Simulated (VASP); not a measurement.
Output of a VASP run:

**OSZICAR**
```
...
       N       E                     dE             d eps       ncg     rms          rms(c)
DAV:   1    -0.266281309671E+03   -0.19805E-02   -0.22395E-01   696   0.884E-01    0.159E-01
RMM:   2    -0.266282172828E+03   -0.86316E-03   -0.11495E-02   652   0.194E-01    0.604E-02
RMM:   3    -0.266282361356E+03   -0.18853E-03   -0.21117E-03   687   0.806E-02    0.348E-02
RMM:   4    -0.266282370996E+03   -0.96400E-05   -0.29264E-04   663   0.312E-02    0.149E-02
RMM:   5    -0.266282376675E+03   -0.56785E-05   -0.71740E-05   553   0.152E-02
  10 F= -.26628238E+03 E0= -.26628231E+03  d E =-.215733E-01  mag=     1.0000
       N       E                     dE             d eps       ncg     rms          rms(c)
DAV:   1    -0.266287226793E+03   -0.48558E-02   -0.54552E-01   652   0.136E+00    0.214E-01
RMM:   2    -0.266289850059E+03   -0.26233E-02   -0.31966E-02   652   0.317E-01    0.724E-02
RMM:   3    -0.266290450493E+03   -0.60043E-03   -0.58949E-03   687   0.133E-01    0.516E-02
RMM:   4    -0.266290476511E+03   -0.26018E-04   -0.75001E-04   663   0.512E-02    0.239E-02
RMM:   5    -0.266290488920E+03   -0.12410E-04   -0.18545E-04   666   0.254E-02    0.943E-03
RMM:   6    -0.266290492083E+03   -0.31630E-05   -0.40263E-05   458   0.111E-02
  11 F= -.26629049E+03 E0= -.26629041E+03  d E =-.811541E-02  mag=     1.0000
       N       E                     dE             d eps       ncg     rms          rms(c)
DAV:   1    -0.266290628541E+03   -0.13962E-03   -0.20952E-02   760   0.267E-01    0.424E-02
RMM:   2    -0.266290734558E+03   -0.10602E-03   -0.12711E-03   652   0.633E-02    0.147E-02
RMM:   3    -0.266290757974E+03   -0.23416E-04   -0.23179E-04   665   0.266E-02    0.105E-02
RMM:   4    -0.266290758823E+03   -0.84858E-06   -0.30702E-05   435   0.103E-02
  12 F= -.26629076E+03 E0= -.26629068E+03  d E =-.838215E-02  mag=     1.0000
       N       E                     dE             d eps       ncg     rms          rms(c)
DAV:   1    -0.266292290746E+03   -0.15328E-02   -0.93702E-02   652   0.562E-01    0.105E-01
RMM:   2    -0.266292775227E+03   -0.48448E-03   -0.59876E-03   652   0.139E-01    0.353E-02
RMM:   3    -0.266292862682E+03   -0.87456E-04   -0.95037E-04   679   0.562E-02    0.214E-02
RMM:   4    -0.266292863982E+03   -0.12993E-05   -0.12849E-04   656   0.217E-02    0.100E-02
RMM:   5    -0.266292866338E+03   -0.23562E-05   -0.32974E-05   450   0.106E-02
  13 F= -.26629287E+03 E0= -.26629279E+03  d E =-.210752E-02  mag=     1.0000
       N       E                     dE             d eps       ncg     rms          rms(c)
DAV:   1    -0.266292945437E+03   -0.81455E-04   -0.99930E-03   744   0.184E-01    0.344E-02
RMM:   2    -0.266293000899E+03   -0.55462E-04   -0.66829E-04   653   0.465E-02    0.122E-02
RMM:   3    -0.266293011777E+03   -0.10878E-04   -0.11061E-04   588   0.190E-02    0.781E-03
RMM:   4    -0.266293011993E+03   -0.21595E-06   -0.14351E-05   406   0.727E-03
  14 F= -.26629301E+03 E0= -.26629293E+03  d E =-.225317E-02  mag=     1.0000
       N       E                     dE             d eps       ncg     rms          rms(c)
DAV:   1    -0.266293594716E+03   -0.58294E-03   -0.55737E-02   668   0.436E-01    0.820E-02
RMM:   2    -0.266293878544E+03   -0.28383E-03   -0.36273E-03   652   0.107E-01    0.288E-02
RMM:   3    -0.266293939174E+03   -0.60630E-04   -0.63517E-04   691   0.439E-02    0.177E-02
RMM:   4    -0.266293939535E+03   -0.36128E-06   -0.76035E-05   552   0.164E-02
  15 F= -.26629394E+03 E0= -.26629386E+03  d E =-.927542E-03  mag=     1.0000
```

OUTCAR:
```
------------------------ aborting loop because EDIFF is reached ----------------------------------------
  FORCE on cell =-STRESS in cart. coord.  units (eV):
  Direction    XX          YY          ZZ          XY          YZ          ZX
  --------------------------------------------------------------------------------------
  Total        0.7194118      0.7016985      0.6668068      0.0030514     -0.0036599      0.0121305
  in kB        0.7534956      0.7349432      0.6983983      0.0031959     -0.0038333      0.0127053
  external PRESSURE =       0.7289457 kB  Pullay stress =       0.0000000 kB
  volume of cell :     1529.70
      direct lattice vectors                 reciprocal lattice vectors
    11.522210421  0.000000000  0.000000000     0.086788903  0.000000000  0.000000000
     0.000000000 11.522210421  0.000000000     0.000000000  0.086788903  0.000000000
     0.000000000  0.000000000 11.522210421     0.000000000  0.000000000  0.086788903
  FREE ENERGIE OF THE ION-ELECTRON SYSTEM (eV)
  ---------------------------------------------------
  free  energy   TOTEN  =      -266.2939395354 eV

  energy  without entropy=     -266.2937824389  energy(sigma->0) =     -266.29386099

 total charge

# of ion       s       p       d       tot
------------------------------------------
    1        1.069   1.134   0.126   2.329
    2        1.069   1.135   0.126   2.330
    3        1.069   1.134   0.126   2.329
    4        1.068   1.144   0.130   2.342
    5        1.073   1.110   0.122   2.306
    6        1.073   1.112   0.122   2.307
    7        1.068   1.144   0.130   2.342
    8        1.073   1.112   0.122   2.307
    9        1.102   1.056   0.132   2.289
   10        1.073   1.113   0.123   2.309
   11        1.073   1.112   0.122   2.307
   12        1.073   1.111   0.122   2.306
   13        1.068   1.144   0.130   2.341
   14        1.069   1.135   0.126   2.330
   15        1.069   1.135   0.126   2.330
   16        1.073   1.112   0.122   2.308
   17        1.103   1.052   0.131   2.286
   18        1.073   1.111   0.122   2.306
   19        1.069   1.134   0.126   2.328
   20        1.101   1.057   0.132   2.290
   21        1.102   1.053   0.131   2.286
   22        1.069   1.135   0.126   2.330
   23        1.069   1.134   0.126   2.329
   24        1.073   1.112   0.122   2.307
   25        1.069   1.135   0.126   2.331
   26        1.069   1.135   0.126   2.330
   27        1.073   1.112   0.122   2.307
   28        1.073   1.110   0.122   2.305
   29        1.069   1.135   0.126   2.330
   30        1.073   1.112   0.123   2.308
   31        1.069   1.135   0.126   2.330
   32        1.068   1.145   0.130   2.342
   33        1.215   1.583   0.025   2.823
   34        1.209   1.571   0.024   2.804
   35        1.209   1.570   0.024   2.804
   36        1.203   1.595   0.024   2.822
   37        1.227   1.517   0.025   2.769
   38        1.203   1.595   0.024   2.823
   39        1.204   1.595   0.025   2.824
   40        1.226   1.519   0.024   2.770
   41        1.227   1.518   0.025   2.769
   42        1.209   1.571   0.024   2.804
   43        1.203   1.594   0.024   2.822
   44        1.209   1.571   0.024   2.804
   45        1.204   1.594   0.025   2.823
   46        1.215   1.582   0.025   2.823
   47        1.209   1.571   0.024   2.804
   48        1.227   1.517   0.025   2.769
...
```
(Selected blocks of OUTCAR.)

File POSCAR:
```
Ga32As33
1
   11.5222104212    -0.0000000000    -0.0000000000
   -0.0000000000    11.5222104212     0.0000000000
    0.0000000000     0.0000000000    11.5222104212
Ga As
32 33
Direct
  0.5000000000   0.0000000000   0.0000000000
  0.7500000000   0.2500000000   0.0000000000
  0.7500000000   0.0000000000   0.2500000000
  0.0000000000   0.0000000000   0.0000000000
  0.2500000000   0.2500000000   0.0000000000
  0.5000000000   0.5000000000   0.0000000000
  0.7500000000   0.7500000000   0.0000000000
  0.2500000000   0.0000000000   0.2500000000
  0.4978500000   0.2461890000   0.2537800000
  0.7500000000   0.5000000000   0.2500000000
  0.5000000000   0.0000000000   0.5000000000
  0.7500000000   0.2500000000   0.5000000000
  0.7500000000   0.0000000000   0.7500000000
  0.0000000000   0.5000000000   0.0000000000
  0.2500000000   0.7500000000   0.0000000000
  0.0000000000   0.2500000000   0.2500000000
  0.2472500000   0.5019850000   0.2510400000
  0.5000000000   0.7500000000   0.2500000000
  0.0000000000   0.0000000000   0.5000000000
  0.2535140000   0.2492940000   0.5004610000
  0.4995300000   0.4975620000   0.5034130000
  0.7500000000   0.7500000000   0.5000000000
  0.2500000000   0.0000000000   0.7500000000
  0.5000000000   0.2500000000   0.7500000000
  0.7500000000   0.5000000000   0.7500000000
  0.0000000000   0.7500000000   0.2500000000
  0.0000000000   0.5000000000   0.5000000000
  0.2500000000   0.7500000000   0.5000000000
  0.0000000000   0.2500000000   0.7500000000
  0.2500000000   0.5000000000   0.7500000000
  0.5000000000   0.7500000000   0.7500000000
  0.0000000000   0.7500000000   0.7500000000
  0.6250000000   0.1250000000   0.1250000000
  0.8750000000   0.3750000000   0.1250000000
  0.8750000000   0.1250000000   0.3750000000
  0.1250000000   0.1250000000   0.1250000000
  0.3740060000   0.3735440000   0.1251170000
  0.6250000000   0.6250000000   0.1250000000
  0.8750000000   0.8750000000   0.1250000000
  0.3712470000   0.1208580000   0.3719240000
  0.6254130000   0.3791350000   0.3785160000
  0.8750000000   0.6250000000   0.3750000000
  0.6250000000   0.1250000000   0.6250000000
  0.8750000000   0.3750000000   0.6250000000
  0.8750000000   0.1250000000   0.8750000000
  0.1250000000   0.6250000000   0.1250000000
  0.3750000000   0.8750000000   0.1250000000
  0.1260410000   0.3729240000   0.3765470000
  0.3759360000   0.6266890000   0.3753570000
  0.6250000000   0.8750000000   0.3750000000
  0.1250000000   0.1250000000   0.6250000000
  0.3760740000   0.3791450000   0.6264650000
  0.6250000000   0.6250000000   0.6250000000
  0.8750000000   0.8750000000   0.6250000000
  0.3750000000   0.1250000000   0.8750000000
  0.6250000000   0.3750000000   0.8750000000
  0.8750000000   0.6250000000   0.8750000000
  0.1250000000   0.8750000000   0.3750000000
  0.1250000000   0.6250000000   0.6250000000
  0.3750000000   0.8750000000   0.6250000000
  0.1250000000   0.3750000000   0.8750000000
  0.3750000000   0.6250000000   0.8750000000
  0.6250000000   0.8750000000   0.8750000000
  0.1250000000   0.8750000000   0.8750000000
  0.3760840000   0.3774530000   0.3753870000
```

Q: Write an INCAR and KPOINTS that could have produced this output.

A: Several could match; the one computed here: the input of the run itself, PBE GGA, plane waves, VASP's PBE PAW potentials (set 64).

**INCAR**
```
SYSTEM=Ga32As33
PREC=Normal; ENCUT=400; LREAL=Auto
LASPH=.TRUE.; ISYM=0; NELECT=259.0
EDIFF=1E-5; NELM=100; NELMIN=4
ALGO=Fast; LMAXMIX=4
ISMEAR=0; SIGMA=0.05
GGA=PE
ISPIN=2; MAGMOM=65*0.0154; NUPDOWN=1
IBRION=2; NSW=60; ISIF=2
EDIFFG=-0.03
LWAVE=.FALSE.; LCHARG=.FALSE.; LORBIT=10
```

**KPOINTS**
```
Automatic mesh
0
Gamma
1 1 1
0 0 0
```

POTCAR, in this order: Ga As (PBE.64 set). Program: vasp_gam.

The cell is charged, with a uniform compensating background. The supercell is sampled at Γ alone, which is coarse: total energies, pressure and levels can be off, energies of defects by several tenths of an eV.

The cell is a supercell with a defect, built from GaAs (zinc blende): As_i, charge +2.
